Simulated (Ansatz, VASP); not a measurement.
## Al11In10Ga11As32 (random zinc-blende (Ga, In, Al)As solid solution) in two plane-wave programs

Wanted: the spread between two codes on one cell, functional and k mesh. Of the first pair: The structure shown is the start of the Ansatz relaxation below; VASP solves that cell, so the two are compared at the walk's first step.

Method: plane waves, with VASP 6.6.1 beside it; PBE, in Ansatz 0.2.0.

## 1. The starting structure

The cell holds 64 atoms: 10 In, 32 As, 11 Ga and 11 Al. Cell: a = 11.554 Å, b = 11.554 Å, c = 11.554 Å, α = 90.0°, β = 90.0°, γ = 90.0°. As first built, before any earlier steps moved the atoms or strained the cell (in the runner's words): zinc-blende lattice (a = 5.777 A, the mean of the end members), 2 x 2 x 2 cells, metal sites filled at random with 11 Ga, 10 In, 11 Al; every coordinate displaced by a Gaussian of 0.07 A.

## 2. Ansatz: relaxation, PBE

Ansatz runs on its default PAW (the set named soft_2) files.

The two programs are compared at the cell with which this relaxation starts, whose forces are those of its first step.

The input, input.yaml:

```yaml
crystal:
  lattice:
    - [11.554, 0.0, 0.0]
    - [0.0, 11.554, 0.0]
    - [0.0, 0.0, 11.554]
  atoms:
    - { symbol: In, position: [0.99668, 0.01003, 0.00503] }
    - { symbol: As, position: [0.13133, 0.13022, 0.12628] }
    - { symbol: In, position: [0.99366, 0.24601, 0.2451] }
    - { symbol: As, position: [0.1306, 0.38014, 0.37351] }
    - { symbol: In, position: [0.24705, 0.99576, 0.24758] }
    - { symbol: As, position: [0.36699, 0.12436, 0.36609] }
    - { symbol: Ga, position: [0.23738, 0.25162, 0.00095] }
    - { symbol: As, position: [0.36393, 0.37774, 0.11576] }
    - { symbol: Ga, position: [0.98679, 0.99536, 0.49784] }
    - { symbol: As, position: [0.12726, 0.13003, 0.62804] }
    - { symbol: Ga, position: [0.99454, 0.2496, 0.75101] }
    - { symbol: As, position: [0.12411, 0.37105, 0.87016] }
    - { symbol: Ga, position: [0.25612, 0.00689, 0.75666] }
    - { symbol: As, position: [0.36487, 0.12958, 0.87116] }
    - { symbol: Al, position: [0.26161, 0.25804, 0.5021] }
    - { symbol: As, position: [0.38345, 0.37537, 0.63698] }
    - { symbol: In, position: [0.00411, 0.50353, 0.98883] }
    - { symbol: As, position: [0.1241, 0.62057, 0.11753] }
    - { symbol: In, position: [0.99557, 0.76105, 0.24674] }
    - { symbol: As, position: [0.11283, 0.86942, 0.36621] }
    - { symbol: Al, position: [0.25517, 0.50878, 0.26268] }
    - { symbol: As, position: [0.37389, 0.6299, 0.371] }
    - { symbol: Al, position: [0.24671, 0.7447, 0.99978] }
    - { symbol: As, position: [0.36484, 0.88475, 0.12772] }
    - { symbol: Al, position: [0.99901, 0.49826, 0.50027] }
    - { symbol: As, position: [0.1308, 0.63361, 0.63794] }
    - { symbol: In, position: [0.99087, 0.75111, 0.75792] }
    - { symbol: As, position: [0.1159, 0.87547, 0.87232] }
    - { symbol: Ga, position: [0.24451, 0.49849, 0.75042] }
    - { symbol: As, position: [0.38323, 0.62553, 0.87637] }
    - { symbol: Al, position: [0.24804, 0.74775, 0.50115] }
    - { symbol: As, position: [0.37091, 0.87346, 0.62635] }
    - { symbol: In, position: [0.51001, 0.98679, 0.01516] }
    - { symbol: As, position: [0.62936, 0.12645, 0.13415] }
    - { symbol: Al, position: [0.49777, 0.25373, 0.2549] }
    - { symbol: As, position: [0.62519, 0.36589, 0.37216] }
    - { symbol: Ga, position: [0.76456, 0.99344, 0.24453] }
    - { symbol: As, position: [0.87031, 0.11419, 0.36759] }
    - { symbol: Ga, position: [0.75959, 0.23719, 0.99429] }
    - { symbol: As, position: [0.87221, 0.39219, 0.11622] }
    - { symbol: Ga, position: [0.49859, 0.00216, 0.4948] }
    - { symbol: As, position: [0.62532, 0.14172, 0.62185] }
    - { symbol: Al, position: [0.51256, 0.25075, 0.73586] }
    - { symbol: As, position: [0.62026, 0.37916, 0.8683] }
    - { symbol: Ga, position: [0.7521, 0.00063, 0.74278] }
    - { symbol: As, position: [0.87146, 0.12504, 0.86057] }
    - { symbol: Al, position: [0.74487, 0.25662, 0.49666] }
    - { symbol: As, position: [0.87516, 0.37773, 0.62919] }
    - { symbol: Al, position: [0.50514, 0.50111, 0.00403] }
    - { symbol: As, position: [0.63161, 0.63591, 0.13041] }
    - { symbol: In, position: [0.50097, 0.7497, 0.24936] }
    - { symbol: As, position: [0.62948, 0.88432, 0.3785] }
    - { symbol: Ga, position: [0.75551, 0.48945, 0.26486] }
    - { symbol: As, position: [0.87716, 0.61663, 0.38194] }
    - { symbol: In, position: [0.74689, 0.75296, 0.99678] }
    - { symbol: As, position: [0.8705, 0.87513, 0.11836] }
    - { symbol: Al, position: [0.49486, 0.49442, 0.4951] }
    - { symbol: As, position: [0.62464, 0.61374, 0.63023] }
    - { symbol: Ga, position: [0.50078, 0.74635, 0.75378] }
    - { symbol: As, position: [0.61555, 0.88259, 0.87185] }
    - { symbol: In, position: [0.74918, 0.49357, 0.75599] }
    - { symbol: As, position: [0.88022, 0.62414, 0.86822] }
    - { symbol: Al, position: [0.75323, 0.75396, 0.5153] }
    - { symbol: As, position: [0.88247, 0.87, 0.62774] }
kpoints:
  mp_grid: { grid: [1, 1, 1] }
hamiltonian:
  xc: pbe
scf:
  occupations: { method: fermi_dirac, width: 0.025 }
output:
  forces: true
relax:
  f_tol: 0.03
  max_steps: 200
```

Started as:

```sh
> ansatz run input.yaml --threads 4 --pin off --max-ram 8192MiB --backend cpu --events-out ev --progress --plain --runs-dir out
```

Numbers of over 12 decimals in the logs are rounded to 6 here.

What it wrote:

```text
Engine: ansatz 0.2.0, aarch64-unknown-linux-gnu
Pseudopotentials: kind: paw
Pseudopotential: In, paw, valence charge 13, recommended cutoff 420 eV (normal), In.paw.azcp
Pseudopotential: As, paw, valence charge 15, recommended cutoff 420 eV (normal), As.paw.azcp
Pseudopotential: Ga, paw, valence charge 13, recommended cutoff 420 eV (normal), Ga.paw.azcp
Pseudopotential: Al, paw, valence charge 3, recommended cutoff 420 eV (normal), Al.paw.azcp
Functional definition: PBE
  parameter kappa = 0.804
  parameter beta = 0.066725
  exchange = pbe_x(kappa = kappa, mu = beta*pi^2/3)
  correlation = pbe_c(beta = beta)
Crystal: 64 atoms, lattice volume = 1542.400 Å³
Basis set: ecut = 420 eV, 30095 PW (Γ), exchange–correlation on 160×160×160 points (8 copies of the dense FFT grid, shifted against one another)
Bands: 472, of which v1, the nominal top of the filled ones, is band 393 counted from 1 (392 counted from 0)
Symmetry: 1 space group operations
Space group: P1 (ITA 1), of the structure as read, at distance tolerance 1.2e-4 Å
k-points: 1
Non-local potential: In, projectors of the file, l = 0: 2, l = 1: 2, l = 2: 2, l = 3: 2
Non-local potential: As, projectors of the file, l = 0: 2, l = 1: 2, l = 2: 3, l = 3: 1
Non-local potential: Ga, projectors of the file, l = 0: 2, l = 1: 2, l = 2: 3, l = 3: 1
Non-local potential: Al, projectors of the file, l = 0: 2, l = 1: 2, l = 2: 1
PAW form: soft (Blöchl's): semilocal exchange-correlation on the pseudo side does not see the compensation charge
PAW one-centre angular grid: In, 590 points (default); XC on 64 Gauss nodes
PAW one-centre angular grid: As, 590 points (default); XC on 64 Gauss nodes
PAW one-centre angular grid: Ga, 590 points (default); XC on 64 Gauss nodes
PAW one-centre angular grid: Al, 110 points (default); XC on 64 Gauss nodes
Initial density: superposition of atomic densities (neutral atoms: chi_scale 0, normalization atom), corrected by the library's trained network
Initial wavefunctions: pseudopotential atomic-orbital guess
Functional: x = pbe(κ = 0.804, μ = 0.219515), c = pbe(β = 0.066725)
SCF iter   1: F=—  HF=-258908.543386 eV  |F-HF|=—  |Δ(HF+E_count)|=         —  Δρ=1.61e-3  dr2=6.98e-2  ethr=1.77e-3  ⟨swp⟩=6.0  Hψ=1834  notcnv=0  defer=20
preconditioner: auto → Resta (q_TF=auto, 2.438 Å⁻¹)  ε∞=3.4  [insulator: Δε(μ)=0.382 eV  Ē_g=13.042 eV  σ=0.025 eV  W_gap=1.00  n_scr=388 (ndim 8)  ℏωp=20.4 eV  f_vac=0.053  D(μ)=0.08/eV (n_scr^D=0)  ε∞_Penn≈3.4]
SCF iter   2: F=—  HF=-258908.524442 eV  |F-HF|=—  |Δ(HF+E_count)|=   1.89e-2  Δρ=8.65e-4  dr2=1.22e-2  ethr=8.88e-6  ⟨swp⟩=2.0  Hψ=914  notcnv=0  defer=71
SCF iter   3: F=—  HF=-258908.524599 eV  |F-HF|=—  |Δ(HF+E_count)|=   1.58e-4  Δρ=2.88e-4  dr2=2.05e-3  ethr=1.55e-6  ⟨swp⟩=2.0  Hψ=794  notcnv=0  defer=71
SCF iter   4: F=—  HF=-258908.524532 eV  |F-HF|=—  |Δ(HF+E_count)|=   6.76e-5  Δρ=1.12e-4  dr2=2.32e-4  ethr=2.60e-7  ⟨swp⟩=2.0  Hψ=795  notcnv=0  defer=71
SCF iter   5: F=—  HF=-258908.524715 eV  |F-HF|=—  |Δ(HF+E_count)|=   1.83e-4  Δρ=4.44e-5  dr2=3.19e-5  ethr=2.95e-8  ⟨swp⟩=2.0  Hψ=698  notcnv=0  defer=71
SCF iter   6: F=-258908.524736 eV  HF=-258908.524734 eV  |F-HF|=2.05e-6  |Δ(HF+E_count)|=   1.88e-5  Δρ=1.94e-5  dr2=7.82e-6  ethr=2.86e-9  ⟨swp⟩=4.0  Hψ=1319  notcnv=0
SCF 1 converged in 6 iterations: F = -258908.524736 eV  dr2 = 7.82e-6
  greatest PAW one-centre occupation: 0.999 electrons in one spin orbital (limit 2), on the As atom at site 19 (counted from 0), in its partial waves of l = 2
relax step   1: F+E_penalty+E_count = -258908.52473571 eV  Δ(F+E_penalty+E_count) = +0.000e0 eV  max|allowed force component| = 3.664e0 eV/Å  Δτ_max = 0.0000 Å  (6 SCF iters, dr2 threshold 2.25e-5 eV, accepted)
Initial density: handed on by an earlier stage of this run
Initial wavefunctions: those handed on with the density
iter 1 solved again at ethr=1.24e-4 eV; its pass at ethr=3.10e-3 eV (dr2=9.78e-1 eV) is discarded
SCF iter   1: F=—  HF=-258916.079793 eV  |F-HF|=—  |Δ(HF+E_count)|=         —  Δρ=9.40e-3  dr2=9.88e-1  ethr=1.24e-4  ⟨swp⟩=2.0  Hψ=1620  notcnv=0  defer=71
preconditioner: auto → Resta (q_TF=auto, 2.438 Å⁻¹)  ε∞=3.4  [insulator: Δε(μ)=0.590 eV  Ē_g=13.062 eV  σ=0.025 eV  W_gap=1.00  n_scr=388 (ndim 8)  ℏωp=20.4 eV  f_vac=0.055  D(μ)=0.00/eV (n_scr^D=0)  ε∞_Penn≈3.4]
SCF iter   2: F=—  HF=-258915.910379 eV  |F-HF|=—  |Δ(HF+E_count)|=   1.69e-1  Δρ=4.64e-3  dr2=2.02e-1  ethr=1.24e-4  ⟨swp⟩=2.0  Hψ=585  notcnv=0  defer=71
SCF iter   3: F=—  HF=-258915.895542 eV  |F-HF|=—  |Δ(HF+E_count)|=   1.48e-2  Δρ=1.03e-3  dr2=1.90e-2  ethr=2.56e-5  ⟨swp⟩=2.0  Hψ=642  notcnv=0  defer=71
SCF iter   4: F=—  HF=-258915.895628 eV  |F-HF|=—  |Δ(HF+E_count)|=   8.58e-5  Δρ=3.39e-4  dr2=2.46e-3  ethr=2.42e-6  ⟨swp⟩=2.0  Hψ=860  notcnv=0  defer=71
[...]
atom   3  In     0.01032704     0.00797883     0.01038523
  atom   4  As     0.00221105    -0.00241704    -0.01224397
  atom   5  In     0.00479519     0.01210647     0.00257286
  atom   6  As     0.00562553    -0.00439503    -0.00259212
  atom   7  Ga     0.00795349    -0.00027979     0.01006307
  atom   8  As    -0.00476740     0.00237021     0.00162901
  atom   9  Ga    -0.00263199     0.00726208    -0.00125203
  atom  10  As    -0.00847821     0.00454361     0.00065596
  atom  11  Ga     0.00706106    -0.00219303     0.00352332
  atom  12  As    -0.00078091     0.00754967     0.00545973
  atom  13  Ga     0.00269899     0.00201290    -0.01376711
  atom  14  As     0.00034908    -0.00098198    -0.00206310
  atom  15  Al    -0.00014043     0.00053717    -0.00111689
  atom  16  As    -0.00133640     0.00151193    -0.00476787
  atom  17  In     0.00496843    -0.01244912     0.01387393
  atom  18  As    -0.00940157     0.01603020    -0.01661092
  atom  19  In     0.00604101    -0.00987171     0.01782909
  atom  20  As     0.00836306     0.00461532     0.01118702
  atom  21  Al     0.00042978    -0.00837795     0.00790195
  atom  22  As    -0.00570748     0.00538871     0.00614379
  atom  23  Al    -0.00581408    -0.00193094    -0.00786439
  atom  24  As     0.00720083     0.00156391    -0.00401785
  atom  25  Al     0.00407625     0.00315297    -0.00857179
  atom  26  As    -0.00589866    -0.00407955    -0.01140207
[...]
atom  57  Al     0.00184118    -0.00874842     0.00037188
  atom  58  As    -0.00298077     0.01211761     0.00561820
  atom  59  Ga    -0.00659608    -0.00578993     0.00122051
  atom  60  As     0.01188563     0.00627572     0.01112268
  atom  61  In    -0.01468840    -0.00927987    -0.02148070
  atom  62  As    -0.00116471     0.00267152     0.00371628
  atom  63  Al     0.00671734    -0.00139733    -0.00697648
  atom  64  As    -0.00750066    -0.00041812     0.00070000
  max |Σ_I F_I| component: 6.42e-6 eV/Å
--- Relaxed structure (4 steps of the walk, 4 accepted, 0 SCFs on fresh bases) ---
  F+E_penalty+E_count = -258917.07620063 eV   max|allowed force component| = 2.152e-2 eV/Å
  atoms:
    - { symbol: In, position: [0.999508, 0.00519004, -0.00458037] }
    - { symbol: As, position: [0.132820, 0.136370, 0.118413] }
    - { symbol: In, position: [0.998176, 0.253274, 0.254311] }
    - { symbol: As, position: [0.133293, 0.381418, 0.382033] }
    - { symbol: In, position: [0.251727, 1.002320, 0.254514] }
    - { symbol: As, position: [0.382586, 0.134870, 0.383176] }
    - { symbol: Ga, position: [0.253869, 0.255222, -0.0059237] }
    - { symbol: As, position: [0.374899, 0.374365, 0.125868] }
    - { symbol: Ga, position: [0.997995, 1.002403, 0.504219] }
    - { symbol: As, position: [0.125957, 0.125240, 0.622947] }
    - { symbol: Ga, position: [1.000779, 0.248300, 0.744495] }
    - { symbol: As, position: [0.130927, 0.369165, 0.864338] }
    - { symbol: Ga, position: [0.251569, 0.00235947, 0.745544] }
    - { symbol: As, position: [0.369083, 0.133076, 0.865041] }
    - { symbol: Al, position: [0.252189, 0.252804, 0.503773] }
    - { symbol: As, position: [0.378146, 0.375139, 0.624601] }
    - { symbol: In, position: [0.00492987, 0.496894, 1.000398] }
    - { symbol: As, position: [0.140842, 0.625064, 0.126728] }
    - { symbol: In, position: [0.998748, 0.747240, 0.255410] }
    - { symbol: As, position: [0.124542, 0.875304, 0.391732] }
    - { symbol: Al, position: [0.254055, 0.497806, 0.251980] }
    - { symbol: As, position: [0.367369, 0.617987, 0.383889] }
    - { symbol: Al, position: [0.254983, 0.745760, 0.995169] }
    - { symbol: As, position: [0.370812, 0.868531, 0.118350] }
    - { symbol: Al, position: [1.002037, 0.498413, 0.499708] }
    - { symbol: As, position: [0.132111, 0.616903, 0.618632] }
    - { symbol: In, position: [1.004453, 0.753649, 0.743299] }
    - { symbol: As, position: [0.140017, 0.875828, 0.874220] }
    - { symbol: Ga, position: [0.254414, 0.497868, 0.747033] }
    - { symbol: As, position: [0.377741, 0.623010, 0.872112] }
    - { symbol: Al, position: [0.251053, 0.748479, 0.503970] }
    - { symbol: As, position: [0.373950, 0.877380, 0.622004] }
    - { symbol: In, position: [0.500409, 1.005065, -0.00421437] }
    - { symbol: As, position: [0.628733, 0.131807, 0.133687] }
    - { symbol: Al, position: [0.500905, 0.254282, 0.252068] }
    - { symbol: As, position: [0.622326, 0.374052, 0.379456] }
    - { symbol: Ga, position: [0.747638, 1.005054, 0.257157] }
    - { symbol: As, position: [0.869857, 0.121290, 0.384013] }
    - { symbol: Ga, position: [0.744504, 0.250896, 1.000395] }
    - { symbol: As, position: [0.861539, 0.376159, 0.125422] }
    - { symbol: Ga, position: [0.501222, 0.00462222, 0.504002] }
    - { symbol: As, position: [0.622846, 0.130761, 0.625319] }
    - { symbol: Al, position: [0.497628, 0.251279, 0.747995] }
    - { symbol: As, position: [0.614006, 0.368148, 0.880337] }
    - { symbol: Ga, position: [0.747061, 0.00562564, 0.743262] }
    - { symbol: As, position: [0.865936, 0.134316, 0.866460] }
    - { symbol: Al, position: [0.748016, 0.249402, 0.500259] }
    - { symbol: As, position: [0.881472, 0.368200, 0.615386] }
    - { symbol: Al, position: [0.495529, 0.496590, 0.000185723] }
    - { symbol: As, position: [0.622013, 0.609858, 0.126255] }
    - { symbol: In, position: [0.499488, 0.746738, 0.255393] }
    - { symbol: As, position: [0.627824, 0.882878, 0.382587] }
    - { symbol: Ga, position: [0.744686, 0.495411, 0.255390] }
    - { symbol: As, position: [0.865811, 0.616440, 0.384690] }
    - { symbol: In, position: [0.743850, 0.751242, 1.000346] }
    - { symbol: As, position: [0.867548, 0.884064, 0.132925] }
    - { symbol: Al, position: [0.497531, 0.499098, 0.499900] }
    - { symbol: As, position: [0.616227, 0.631403, 0.615411] }
    - { symbol: Ga, position: [0.495401, 0.750880, 0.743579] }
    - { symbol: As, position: [0.623194, 0.876478, 0.857540] }
    - { symbol: In, position: [0.745058, 0.495900, 0.745225] }
    - { symbol: As, position: [0.876030, 0.625653, 0.872550] }
    - { symbol: Al, position: [0.747007, 0.752611, 0.499930] }
    - { symbol: As, position: [0.867492, 0.882005, 0.618626] }
```

(Part 1 of 3 ends here.)

[Lines on the potential files, build, host, timing and source positions are cut from VASP's logs without a mark.]

[Logs are printed without paths, hosts, clocks, repeated set-up lines and the standing remarks that a program may print on its own settings, such as how far it seeks lower states.]

[Hosts, paths, dates, database ids (printed as entryN), source tags and the programs' standing remarks are cut or masked in the printed files.]
